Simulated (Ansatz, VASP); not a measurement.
# PtS2: VASP beside Ansatz

One calculation is typed for both programs; each brings its own data sets. How far apart do they land? The cell is taken from a series of runs on this material, whose earlier steps may have relaxed, scaled, displaced or heated it; both programs get it as it stands.

Calculated with Ansatz 0.2.0; plane waves, with VASP 6.6.1 beside it; PBE.

**1. Starting point**

The cell holds 3 atoms: 1 Pt and 2 S. Cell: a = 3.485 Å, b = 3.511 Å, c = 30.000 Å, α = 90.0°, β = 90.0°, γ = 119.8°. Vacuum lies along c.

**2. Ansatz: zone-centre phonons, PBE, pair 1**

Ansatz runs on its PAW soft_1 files.

Second derivatives magnify differences that forces hide, and they need a tight electronic threshold.

input.yaml reads:

```yaml
crystal:
  lattice:
    - [3.485238871, 0.0, 0.0]
    - [-1.7426194355, 3.0484884545, 0.0]
    - [0.0, 0.0, 30.0]
  atoms:
    - { symbol: Pt, position: [0.3437263806, 0.6874527612, 0.3333333333] }
    - { symbol: S, position: [0.661470143, 0.3229402861, 0.3792795588] }
    - { symbol: S, position: [0.661470143, 0.3229402861, 0.2873871078] }
  periodic: [true, true, false]
kpoints:
  mp_grid: { grid: [15, 15, 1] }
hamiltonian:
  xc: pbe
  pseudopotentials: { kind: paw, azcp: { folder: soft_1 } }
scf:
  occupations: { method: methfessel_paxton, width: 0.2 }
output:
  eigenvalues: true
phonons:
  method: dfpt
```

Command:

```bash
$ ansatz run input.yaml --threads 4 --pin off --max-ram 16384MiB --backend cpu --events-out ev --progress --plain --runs-dir out
```

Numbers of over 12 decimals in the logs are rounded to 6 here.

What it wrote:

```text
zone centre: on kpoints.mp_grid the ground state, and the responses unless they are solved on pairs of k-points, stand on 64 of the mesh's 225 k-points, reduced under 2 symmetry operations, with k and −k counted as one. Each operation leaves every solved displacement unchanged or reverses it
Engine: ansatz 0.2.0, aarch64-unknown-linux-gnu
Pseudopotentials: kind: paw
Pseudopotential: Pt, paw, valence charge 18, recommended cutoff 420 eV (normal), soft_1/Pt.paw.azcp
Pseudopotential: S, paw, valence charge 6, recommended cutoff 420 eV (normal), soft_1/S.paw.azcp
Functional definition: PBE
  parameter kappa = 0.804
  parameter beta = 0.066725
  exchange = pbe_x(kappa = kappa, mu = beta*pi^2/3)
  correlation = pbe_c(beta = beta)
Crystal: 3 atoms, lattice volume = 318.741 Å³
Basis set: ecut = 420 eV, 6215 PW (Γ), exchange–correlation on 48×48×432 points (8 copies of the dense FFT grid, shifted against one another)
Bands: 19, of which v1, the nominal top of the filled ones, is band 15 counted from 1 (14 counted from 0)
Symmetry: 4 space group operations
k-points: 64 of 225 (irreducible under 2 space group operations, time reversal used)
Non-local potential: Pt, projectors of the file, l = 0: 3, l = 1: 2, l = 2: 2, l = 3: 1
Non-local potential: S, projectors of the file, l = 0: 2, l = 1: 2, l = 2: 1
PAW form: soft (Blöchl's): semilocal exchange-correlation on the pseudo side does not see the compensation charge
PAW one-centre angular grid: Pt, 590 points (default); XC on 64 Gauss nodes
PAW one-centre angular grid: S, 110 points (default); XC on 64 Gauss nodes
Initial density: superposition of atomic densities (neutral atoms: chi_scale 0, normalization atom)
Initial wavefunctions: pseudopotential atomic-orbital guess
Functional: x = pbe(κ = 0.804, μ = 0.219515), c = pbe(β = 0.066725)
SCF iter   1: F=—  HF=-14329.183083 eV  |F-HF|=—  |Δ(HF+E_count)|=         —  Δρ=3.81e-2  dr2=6.26e0  ethr=3.10e-3  ⟨swp⟩=15.8  Hψ=11823  notcnv=0
preconditioner: auto → LDOS  [metal: Δε(μ)=0.027 eV  Ē_g=8.551 eV  σ=0.200 eV  W_gap=0.11  n_scr=16 (ndim 8)  ℏωp=9.8 eV  f_vac=0.778  D(μ)=2.53/eV (n_scr^D=10)  β→1.0]
SCF iter   2: F=—  HF=-14328.311815 eV  |F-HF|=—  |Δ(HF+E_count)|=   8.71e-1  S|Δr|=    0.00e0  Δρ=1.29e-2  dr2=5.11e-1  ethr=3.10e-3  ⟨swp⟩=3.7  Hψ=3550  notcnv=0
SCF iter   3: F=—  HF=-14328.208668 eV  |F-HF|=—  |Δ(HF+E_count)|=   1.03e-1  S|Δr|=    0.00e0  Δρ=6.94e-3  dr2=1.91e-1  ethr=1.70e-3  ⟨swp⟩=3.2  Hψ=3362  notcnv=0
SCF iter   4: F=—  HF=-14328.153663 eV  |F-HF|=—  |Δ(HF+E_count)|=   5.50e-2  S|Δr|=    0.00e0  Δρ=1.05e-3  dr2=7.82e-3  ethr=6.36e-4  ⟨swp⟩=3.6  Hψ=3245  notcnv=0
SCF iter   5: F=—  HF=-14328.152504 eV  |F-HF|=—  |Δ(HF+E_count)|=   1.16e-3  S|Δr|=    0.00e0  Δρ=2.91e-4  dr2=1.09e-4  ethr=2.61e-5  ⟨swp⟩=3.4  Hψ=2805  notcnv=0
SCF iter   6: F=—  HF=-14328.152644 eV  |F-HF|=—  |Δ(HF+E_count)|=   1.40e-4  S|Δr|=    0.00e0  Δρ=3.52e-5  dr2=4.71e-6  ethr=3.65e-7  ⟨swp⟩=3.6  Hψ=2924  notcnv=0
SCF iter   7: F=—  HF=-14328.152658 eV  |F-HF|=—  |Δ(HF+E_count)|=   1.41e-5  S|Δr|=    0.00e0  Δρ=1.18e-5  dr2=6.72e-7  ethr=1.57e-8  ⟨swp⟩=3.6  Hψ=2870  notcnv=0
SCF iter   8: F=—  HF=-14328.152760 eV  |F-HF|=—  |Δ(HF+E_count)|=   1.02e-4  S|Δr|=    0.00e0  Δρ=4.25e-6  dr2=7.05e-8  ethr=2.24e-9  ⟨swp⟩=3.2  Hψ=2599  notcnv=0
SCF iter   9: F=—  HF=-14328.152760 eV  |F-HF|=—  |Δ(HF+E_count)|=   3.97e-8  S|Δr|=    0.00e0  Δρ=9.99e-7  dr2=3.38e-9  ethr=2.35e-10  ⟨swp⟩=3.5  Hψ=2843  notcnv=0
SCF iter  10: F=—  HF=-14328.152760 eV  |F-HF|=—  |Δ(HF+E_count)|=   4.72e-8  S|Δr|=    0.00e0  Δρ=2.97e-7  dr2=2.89e-10  ethr=1.13e-11  ⟨swp⟩=3.5  Hψ=2879  notcnv=0
SCF iter  11: F=—  HF=-14328.152760 eV  |F-HF|=—  |Δ(HF+E_count)|=   5.67e-9  S|Δr|=    0.00e0  Δρ=7.76e-8  dr2=1.70e-11  ethr=1.00e-12  ⟨swp⟩=3.8  Hψ=2984  notcnv=0
SCF iter  12: F=-14328.152760 eV  HF=-14328.152760 eV  |F-HF|=7.82e-11  |Δ(HF+E_count)|=   2.04e-9  S|Δr|=    0.00e0  Δρ=1.66e-8  dr2=1.25e-12  ethr=1.00e-12  ⟨swp⟩=16.3  Hψ=10604  notcnv=0
SCF 1 converged in 12 iterations: F = -14328.152760 eV  dr2 = 1.25e-12
  greatest PAW one-centre occupation: 1.000 electrons in one spin orbital (limit 2), on the Pt atom at site 0 (counted from 0), in its partial waves of l = 0
DFPT response loops at Γ: preconditioner auto → none (partly filled bands, converged f_vac=0.781); β = 0.50; Broyden in place of MSR1
SCF converged after 12 iterations
Stability not checked: this state was not tested for a lower state beside it, because cold or Methfessel-Paxton smearing, or corrected tetrahedra, fill the levels in a way that the test cannot read (fill_not_monotonic; see scf.lower_state_search)
Free energy (F): -14328.152760 eV
Harris-Foulkes:  -14328.152760 eV  (|F-HF|=7.82e-11)
Internal energy: -14328.152686 eV  (E = F + TS)
E sigma→0 (E₀):  -14328.152741 eV
Entropy (-TS):   -0.000074 eV (-0.025 meV/atom)
Fermi energy:    -5.196980 eV
--- Per-component energies (eV) ---
  E_band       = -796.888444
  E_kinetic    = 803.205558
  E_local      = -51083.468800  (includes V_loc(G=0)·N_el)
  E_nonlocal   = 272.986558
  E_hartree    = 24989.981500
  E_xc         = -407.248732
  E_vxc        = -432.969137  (∫ρ·V_xc dr)
  E_paw        = -10700.651244  (= ΣΔE_a)
  E_vpaw       = -336.606851  (= ΣTr[D̂ρ^β])
  E_aug_tail   = 0.001108  (compensation charges beyond the density's cutoff)
  E_ewald      = 21797.041367
  E_smearing   = -0.000074  (= −TS)
  E_closure    = -0.000000  (closes the sum)
  Σ components = -14328.152760   (vs F -14328.152760, Δ=0.00e0)
--- Band table (eV; the first three rows and the last of 64) ---
  k-point 0: bands = [... 11 lower, -7.4969, -6.6690, -5.2005, -4.7445, -4.5218, -4.2846, -2.1674, -0.4470]
  k-point 1: bands = [... 11 lower, -7.5753, -6.6251, -5.1289, -4.8865, -4.6660, -4.3926, -1.9305, -0.3809]
  k-point 2: bands = [... 11 lower, -7.8065, -6.5596, -5.1988, -4.9519, -4.9372, -4.6884, -1.3657, -0.1941]
  k-point 63: bands = [... 11 lower, -8.6864, -7.7875, -7.1501, -5.9423, -4.6564, -3.9394, -0.4217, 1.3749]
--- Phonons (Γ-DFPT): 6 representative perturbations + reference, on 64 of 225 k-points (Σ response iterations 34) ---
  k mesh reduced under 2 symmetry operations, with k and −k counted as one. Each operation leaves every solved displacement unchanged or reverses it
  ASR residual: 1.685e-5 → 0.000e0 eV/Å²; symmetrization residual: 4.351e-6 eV/Å²
  ASR residual per site (eV/Å²): 1.44e-5 1.69e-5 1.69e-5
  Γ frequencies (cm⁻¹): -70.18 0.00 0.00 0.00 22.54 112.42 160.73 185.73 305.75
  non-analytic LO–TO correction: not included (Born effective charges unavailable; polar crystals: no LO–TO splitting at Γ)
```

(Continued in part 2 of 3.)

[Lines on the potential files, build, host, timing and source positions are cut from VASP's logs without a mark.]

[Logs are printed without paths, hosts, clocks, repeated set-up lines and the standing remarks that a program may print on its own settings, such as how far it seeks lower states.]

[Hosts, paths, dates, database ids (printed as entryN), source tags and the programs' standing remarks are cut or masked in the printed files.]
